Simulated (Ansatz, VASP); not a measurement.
# MoS2 in two plane-wave programs

Aim: how closely do two programs agree when they are given the same cell, functional and k mesh? The cell is taken from a series of runs on this material, whose earlier steps may have relaxed, scaled, displaced or heated it; both programs get it as it stands.

Calculated with Ansatz 0.2.0; plane waves, with VASP 6.6.1 beside it; single point at PBEsol and single point at PBE, spin-orbit coupling.

## Step 1: The starting structure

The structure is trigonal, space group R3m (No. 160). Conventional cell: a = 3.143 Å, b = 3.143 Å, c = 18.846 Å, α = 90.00°, β = 90.00°, γ = 120.00°. Mo has 6 S at 2.39 Å nearest. Nearest to S lie 3 Mo at 2.39 Å. Nearest to S lie 3 Mo at 2.39 Å. Farther neighbours and most contacts between anions are not listed.

As a file:

```
Mo S
1.0
     1.57156    0.90734    6.28184
    -1.57156    0.90734    6.28184
     0.00000   -1.81468    6.28184
Mo S
1 2
Direct
  0.00010 0.00010 0.00010
  0.25077 0.25077 0.25077
  0.41613 0.41613 0.41613
```

## Step 2: VASP: single point, PBEsol, pair 1

With cell and atoms fixed, the geometry can't cause a difference; cores, projectors, grids and the points listed under the comparison can.

Lines of VASP's logs that name or quote its potential files are left out, and so is its time.

INCAR reads:

```
SYSTEM = MoS2
PREC = Accurate
ENCUT = 400
EDIFF = 1E-06
NELM = 120
ISMEAR = 0
SIGMA = 0.01
LREAL = .FALSE.
ALGO = Normal
GGA = PS
NBANDS = 19
LASPH = .TRUE.
LORBIT = 11
LWAVE = .FALSE.
LCHARG = .FALSE.
ISIF = 2
GGA_COMPAT = .FALSE.
EFERMI = MIDGAP
KPAR = 2
```

POSCAR reads:

```
MoS2
1.0
    1.5715565282      0.9073384143      6.2818355385
   -1.5715565282      0.9073384143      6.2818355385
    0.0000000000     -1.8146773395      6.2818354647
Mo S
1 2
Direct
    0.0001015366      0.0001015366      0.0001015366
    0.2507718236      0.2507718236      0.2507718236
    0.4161266398      0.4161266398      0.4161266398
```

KPOINTS reads:

```
Automatic mesh
0
Gamma
12 12 12
0 0 0
```

PAW data sets: Mo_sv and S (PBE family, release 64).

Command:

```bash
mpirun -np 2 vasp_std
```

Numbers of over 12 decimals in the logs are rounded to 6 here.

What it wrote:

```text
[banner, memory and clock lines left out]
running    2 mpi-ranks, on    1 nodes
 distrk:  each k-point on    1 cores,    2 groups
 distr:  one band on    1 cores,    1 groups

 POSCAR found type information on POSCAR MoS
 POSCAR found :  2 types and       3 ions
|                                                                             |
|               ----> ADVICE to this user running VASP <----                  |
|                                                                             |
|     You enforced a specific xc type in the INCAR file but a different       |
|     [... a line on the potential file left out ...]
|     I HOPE YOU KNOW WHAT YOU ARE DOING!                                     |
|                                                                             |

 LDA part: xc-table for (Slater+PW92), standard interpolation
 POSCAR, INCAR and KPOINTS ok, starting setup
 FFT: planning ... GRIDC
 FFT: planning ... GRID_SOFT
 FFT: planning ... GRID
 WAVECAR not read
 entering main loop
       N       E                     dE             d eps       ncg     rms          rms(c)
DAV:   1     0.146920586576E+03    0.14692E+03   -0.11826E+04  7486   0.106E+03
DAV:   2    -0.192543765162E+02   -0.16617E+03   -0.16232E+03  9080   0.290E+02
DAV:   3    -0.248313699639E+02   -0.55770E+01   -0.55324E+01  8719   0.499E+01
DAV:   4    -0.248925633031E+02   -0.61193E-01   -0.61160E-01  9095   0.558E+00
DAV:   5    -0.248934080008E+02   -0.84470E-03   -0.84466E-03  8765   0.616E-01    0.259E+01
DAV:   6    -0.238084683977E+02    0.10849E+01   -0.98524E+00  7709   0.200E+01    0.888E+00
DAV:   7    -0.235652834279E+02    0.24318E+00   -0.37340E+00  7402   0.114E+01    0.599E+00
DAV:   8    -0.234495361889E+02    0.11575E+00   -0.56498E-01  8046   0.478E+00    0.178E+00
DAV:   9    -0.234499046053E+02   -0.36842E-03   -0.25589E-02  8841   0.974E-01    0.654E-01
DAV:  10    -0.234485335358E+02    0.13711E-02   -0.10354E-02  8119   0.714E-01    0.134E-01
DAV:  11    -0.234485284854E+02    0.50504E-05   -0.51448E-04  8160   0.165E-01    0.418E-02
DAV:  12    -0.234485124037E+02    0.16082E-04   -0.79435E-05  8237   0.591E-02    0.227E-02
DAV:  13    -0.234485234104E+02   -0.11007E-04   -0.19041E-05  7930   0.249E-02    0.850E-03
DAV:  14    -0.234485235221E+02   -0.11165E-06   -0.13674E-06  5740   0.732E-03
   1 F= -.23448524E+02 E0= -.23448524E+02  d E =0.000000E+00
```

Parts of OUTCAR (step 2):

```text
ion  position               nearest neighbor table
   1  0.000  0.000  0.000-   2 2.39   2 2.39   2 2.39   3 2.39   3 2.39   3 2.39
   2  0.251  0.251  0.251-   1 2.39   1 2.39   1 2.39
   3  0.416  0.416  0.416-   1 2.39   1 2.39   1 2.39

  LATTYP: Found a trigonal (rhomboedric) cell.
 ALAT       =     6.5386933444
 COS(alpha) =     0.8844664629

 Subroutine GETGRP returns: Found  6 space group operations
 (whereof  6 operations were pure point group operations)

The static configuration has the point symmetry C_3v.

 Found    189 irreducible k-points:

   k-points           NKPTS =    189   k-points in BZ     NKDIM =    189   number of bands    NBANDS=     19

   dimension x,y,z NGX =    48 NGY =   48 NGZ =   48
   dimension x,y,z NGXF=    96 NGYF=   96 NGZF=   96

   ENCUT  =  400.0 eV  29.40 Ry    5.42 a.u.  10.66 10.66 10.66*2*pi/ulx,y,z

   NELECT =      26.0000    total number of electrons

 k-points in reciprocal lattice and weights: Automatic mesh
   0.00000000  0.00000000  0.00000000       0.001
   0.08333333 -0.00000000  0.00000000       0.003
   0.16666667 -0.00000000  0.00000000       0.003
   0.25000000  0.00000000  0.00000000       0.003
   0.33333333 -0.00000000  0.00000000       0.003
   0.41666667 -0.00000000  0.00000000       0.003
   0.50000000  0.00000000  0.00000000       0.002
   0.08333333  0.08333333  0.00000000       0.003
   0.16666667  0.08333333  0.00000000       0.007
[...]
-0.41666667  0.50000000  0.41666667       0.003
   0.50000000  0.50000000  0.50000000       0.001

 average (electrostatic) potential at core
       1 -74.5627       2 -84.5769       3 -84.5798

 E-fermi :   7.7944

 k-point     1 :       0.0000    0.0000    0.0000
  band No.  band energies     occupation
    ...
      9       4.0618      2.00000
     10       5.2007      2.00000
     11       5.2007      2.00000
     12       5.9634      2.00000
     13       6.1367      2.00000
     14       9.5219      0.00000
     15       9.5219      0.00000
     16       9.8884      0.00000
     17       9.8884      0.00000
     18      12.9448      0.00000
    ...

 k-point     2 :       0.0833   -0.0000    0.0000
  band No.  band energies     occupation
    ...
      9       4.1773      2.00000
     10       4.7391      2.00000
     11       5.0258      2.00000
     12       6.0676      2.00000
     13       6.2695      2.00000
     14       9.4268      0.00000
     15       9.5182      0.00000
     16       9.6969      0.00000
     17       9.7794      0.00000
     18      13.4552      0.00000
    ...

 k-point     3 :       0.1667   -0.0000    0.0000
  band No.  band energies     occupation
    ...
      9       3.9796      2.00000
     10       4.4998      2.00000
     11       4.6167      2.00000
     12       6.0030      2.00000
     13       6.2238      2.00000
     14       8.8607      0.00000
     15       9.4902      0.00000
     16       9.5430      0.00000
     17      10.1225      0.00000
     18      14.4462      0.00000
    ...

  Total       -0.0830161     -0.0830161     -0.0899835      0.0000000      0.0000000      0.0000000
  in kB       -2.4747756     -2.4747756     -2.6824798      0.0000000      0.0000000      0.0000000
  external PRESSURE =      -2.5440103 kB  Pullay stress =       0.0000000 kB

  energy-cutoff  :      400.00
  volume of cell :       53.74
      direct lattice vectors                 reciprocal lattice vectors
     1.571556528  0.907338414  6.281835539     0.318155912  0.183687400  0.053063052
    -1.571556528  0.907338414  6.281835539    -0.318155912  0.183687400  0.053063052
     0.000000000 -1.814677339  6.281835465     0.000000000 -0.367374804  0.053063037

 POSITION                                       TOTAL-FORCE (eV/Angst)
 -----------------------------------------------------------------------------------
      0.00000     -0.00000      0.00191         0.000000     -0.000000      0.000049
      0.00000     -0.00000      4.72592         0.000000      0.000000     -0.002906
      0.00000     -0.00000      7.84212         0.000000     -0.000000      0.002857
 -----------------------------------------------------------------------------------
    total drift:                               -0.000000     -0.000000     -0.000118

  FREE ENERGIE OF THE ION-ELECTRON SYSTEM (eV)
  ---------------------------------------------------
  free  energy   TOTEN  =       -23.4485235221 eV

  energy  without entropy=      -23.4485235221  energy(sigma->0) =      -23.44852352

 total charge
# of ion       s       p       d       tot
------------------------------------------
    1        2.300   6.231   3.992  12.523
    2        1.358   2.325   0.000   3.683
    3        1.359   2.324   0.000   3.683
--------------------------------------------------
tot          5.016  10.880   3.992  19.889

[... 3 further parts left out ...]
```

This run has no spin polarisation, so a moment on Mo, if there is one, isn't seen.

[end of part 1 of 3]

[Lines on the potential files, build, host, timing and source positions are cut from VASP's logs without a mark.]

[Logs are printed without paths, hosts, clocks, repeated set-up lines and the standing remarks that a program may print on its own settings, such as how far it seeks lower states.]

[Hosts, paths, dates, database ids (printed as entryN), source tags and the programs' standing remarks are cut or masked in the printed files.]
